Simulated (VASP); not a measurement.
The input files of a VASP run:

### INCAR
```
SYSTEM = RuAl
PREC = Accurate
ENCUT = 520
EDIFF = 1E-6
NELM = 60
ALGO = Normal
LREAL = .FALSE.
LASPH = .TRUE.
ISMEAR = 1
SIGMA = 0.1
GGA = PE
LMAXMIX = 4
LWAVE = .FALSE.
LCHARG = .FALSE.
ISIF = 2
```

File POSCAR:
```
RuAl
1
    3.0498000000     0.0000000000     0.0000000000
    0.0000000000     3.0498000000     0.0000000000
    0.0000000000     0.0000000000     3.0498000000
Al Ru
1 1
Direct
  0.5000000000   0.5000000000   0.5000000000
  0.0000000000   0.0000000000   0.0000000000
```

KPOINTS:
```
Automatic mesh
0
Gamma
9 9 9
0 0 0
```

POTCAR, in this order: Ru_pv Al (PBE.64 set). Program: vasp_std.

Task: Does this input run properly? What does VASP do?

Result: There is a fault: POTCAR lists the elements in another order than POSCAR. The run ends without an error. Against the sound run, the pressure stays essentially unchanged.

standard output:
```
 POSCAR found type information on POSCAR AlRu
 POSCAR found :  2 types and       2 ions
 Reading from existing POTCAR
 Reading from existing POTCAR
 WARNING: type information on POSCAR and POTCAR are incompatible
 POTCAR overwrites the type information in POSCAR
 typ   1 type information:  Al Ru
 WARNING: type information on POSCAR and POTCAR are incompatible
 POTCAR overwrites the type information in POSCAR
 typ   2 type information:  Ru Al
 LDA part: xc-table for (Slater+PW92), standard interpolation
 POSCAR, INCAR and KPOINTS ok, starting setup
 WAVECAR not read
 entering main loop
       N       E                     dE             d eps       ncg     rms          rms(c)
DAV:   1     0.112162311455E+03    0.11216E+03   -0.94039E+03   848   0.130E+03
DAV:   2    -0.125788865574E+02   -0.12474E+03   -0.11976E+03   900   0.345E+02
DAV:   3    -0.148779791050E+02   -0.22991E+01   -0.22542E+01   992   0.481E+01
DAV:   4    -0.149008443938E+02   -0.22865E-01   -0.22857E-01   988   0.479E+00
DAV:   5    -0.149012755902E+02   -0.43120E-03   -0.43119E-03  1000   0.639E-01    0.108E+01
DAV:   6    -0.143316934383E+02    0.56958E+00   -0.38630E+00   884   0.221E+01    0.237E+00
DAV:   7    -0.142382545143E+02    0.93439E-01   -0.37740E-01   880   0.713E+00    0.181E+00
DAV:   8    -0.142203561199E+02    0.17898E-01   -0.28160E-02   920   0.188E+00    0.229E-01
DAV:   9    -0.142197615947E+02    0.59453E-03   -0.15052E-03   944   0.404E-01    0.129E-01
DAV:  10    -0.142197549730E+02    0.66217E-05   -0.60711E-05   960   0.992E-02    0.111E-02
DAV:  11    -0.142197535565E+02    0.14165E-05   -0.34015E-06   972   0.209E-02    0.561E-03
DAV:  12    -0.142197528660E+02    0.69056E-06   -0.12439E-07   452   0.433E-03
   1 F= -.14219753E+02 E0= -.14219449E+02  d E =-.911339E-03
```

**OUTCAR**
```
------------------------ aborting loop because EDIFF is reached ----------------------------------------
  FORCE on cell =-STRESS in cart. coord.  units (eV):
  Direction    XX          YY          ZZ          XY          YZ          ZX
  --------------------------------------------------------------------------------------
  Total       -1.5107908     -1.5107908     -1.5107908      0.0000000      0.0000000     -0.0000000
  in kB      -85.3298213    -85.3298213    -85.3298213      0.0000000      0.0000000     -0.0000000
  external PRESSURE =     -85.3298213 kB  Pullay stress =       0.0000000 kB
  volume of cell :       28.37
      direct lattice vectors                 reciprocal lattice vectors
     3.049800000  0.000000000  0.000000000     0.327890353  0.000000000  0.000000000
     0.000000000  3.049800000  0.000000000     0.000000000  0.327890353  0.000000000
     0.000000000  0.000000000  3.049800000     0.000000000  0.000000000  0.327890353
 POSITION                                       TOTAL-FORCE (eV/Angst)
 -----------------------------------------------------------------------------------
      1.52490      1.52490      1.52490         0.000000      0.000000      0.000000
      0.00000      0.00000      0.00000         0.000000      0.000000      0.000000
 -----------------------------------------------------------------------------------
    total drift:                                0.000000     -0.000000     -0.000000
  FREE ENERGIE OF THE ION-ELECTRON SYSTEM (eV)
  ---------------------------------------------------
  free  energy   TOTEN  =       -14.2197528660 eV

  energy  without entropy=      -14.2188415271  energy(sigma->0) =      -14.21944909
```
(Selected blocks of OUTCAR.)

To mend it, use POTCAR Al Ru_pv of the PBE.64 set.

The mended run (PBE GGA, plane waves, VASP's PBE PAW potentials (set 64)) converges, and its OSZICAR ends with
```
   1 F= -.14219753E+02 E0= -.14219449E+02  d E =-.911337E-03
```

The compound is RuAl in the CsCl type structure. The cell was not relaxed at this level. The electron count is odd and the run is not spin-polarised, which forces a metal.
